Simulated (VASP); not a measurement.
Calculation: PBEsol GGA, VASP's PBE PAW potentials (set 64) (plane waves; VASP).

A VASP calculation is set up with these files.

INCAR:
```
SYSTEM = NaCl
PREC = Normal; ENCUT = 400; LREAL = F
LASPH = T
EDIFF = 1E-5; NELM = 100; NELMIN = 4
ALGO = Fast
ISMEAR = 0; SIGMA = 0.05
GGA = PS
IBRION = 2; NSW = 20; ISIF = 2
EDIFFG = -0.03
LWAVE = F; LCHARG = F
```

### POSCAR
```
NaCl
1
    0.0000000000     2.8003411876     2.8003411876
    2.8003411876     0.0000000000     2.8003411876
    2.8003411876     2.8003411876     0.0000000000
Na Cl
1 1
Direct
  0.0000000000   0.0000000000   0.0000000000
  0.5000000000   0.5000000000   0.5000000000
```

File KPOINTS:
```
Automatic mesh
0
Gamma
9 9 9
0 0 0
```

POTCAR, in this order: Na_pv Cl (PBE.64 set). Program: vasp_std.

Question: What will the output report for the number of irreducible k-points (NKPTS), largest plane-wave count, number of space-group operations, FFT grid (NGX, NGY, NGZ)?

Answer: 
| Item | Value |
|---|---|
| number of irreducible k-points (NKPTS) | 35 |
| largest plane-wave count | 821 |
| number of space-group operations | 48 |
| FFT grid (NGX, NGY, NGZ) | 20 × 20 × 20 |

The compound is NaCl in the rock salt structure. It was relaxed first.
